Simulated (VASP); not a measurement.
An input for Quantum ESPRESSO's pw.x (written as the equivalent of a VASP run, and not itself run):

```
&CONTROL
  calculation = 'scf'
  pseudo_dir = './pseudo'
  outdir = './out'
  tprnfor = .true.
  tstress = .true.
/
&SYSTEM
  ibrav = 0
  nat = 1
  ntyp = 1
  ecutwfc = 82
  occupations = 'tetrahedra'
  input_dft = 'vdw-df2'
/
&ELECTRONS
  conv_thr = 7.3e-09
  electron_maxstep = 100
/
ATOMIC_SPECIES
  Ag 107.868 Ag.upf
CELL_PARAMETERS angstrom
     0.0000000    2.1556457    2.1556457
     2.1556457    0.0000000    2.1556457
     2.1556457    2.1556457    0.0000000
ATOMIC_POSITIONS crystal
  Ag   0.0000000  0.0000000  0.0000000
K_POINTS automatic
  16 16 16 0 0 0
```

Problem. Translate this input to VASP (INCAR, KPOINTS, POSCAR, choice of POTCAR).

Solution. One answer among several that fit: 
**KPOINTS**
```
Regular mesh
0
Gamma
16 16 16
```

INCAR:
```
AGGAC  =  0.0
ALGO  =  Normal
EDIFF  =  1E-7
ENCUT  =  520
GGA  =  ML
ISIF  =  2
ISMEAR  =  -5
LASPH  =  .TRUE.
LCHARG  =  .TRUE.
LMAXMIX  =  4
LORBIT  =  11
LREAL  =  .FALSE.
LUSE_VDW  =  .TRUE.
LWAVE  =  .FALSE.
NEDOS  =  601
NELM  =  100
PREC  =  Accurate
SYSTEM  =  Ag
ZAB_VDW  =  -1.8867
```

POSCAR:
```
Ag
4.3112910
  0.0000000000   0.5000000529   0.5000000529
  0.5000000529   0.0000000000   0.5000000529
  0.5000000529   0.5000000529   0.0000000000
Ag
1
Cart
  0.0000000000   0.0000000000   0.0000000000
```

POTCAR, in this order: Ag (PBE.64 set). Program: vasp_std.

Limits of the translation: the potentials are each code's own (VASP's PAW set, PseudoDojo norm-conserving files in pw.x), so ENCUT and ecutwfc are chosen apart and not converted; conv_thr bounds pw.x's estimated SCF error, while EDIFF bounds the energy change between steps.

The compound is Ag in the fcc structure. It was relaxed first, which changed the volume by +17 %.
